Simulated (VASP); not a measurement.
Given:

```
CaHg2
1.0
    4.90638     0.00000     0.00000
   -2.45319     4.24905     0.00000
    0.00000     0.00000     3.52224
Ca Hg
1 2
Direct
  0.00000   0.00000   0.00000
  0.33333   0.66667   0.50000
  0.66667   0.33333   0.50000
```

Level of theory: PBEsol GGA, VASP's PBE PAW potentials (set 64) (plane waves; VASP). Settings: 400 eV cut-off, Gaussian smearing of 0.050 eV, potentials Ca_sv Hg.

Unless said otherwise, spin-orbit coupling is left out, though it shifts the bands of the heavy elements here.

Problem. Estimate the band gap (along the path) with the smallest direct gap where there is one.

Solution. 
The band gap (along the path) comes out as none (metal, semimetal or under 0.01 eV).

Only differences to runs with the same potentials and settings are physical.

The structure comes from a computed database's CaHg2 entry (P6/mmm); how it stands against other phases isn't given here. It was relaxed first.
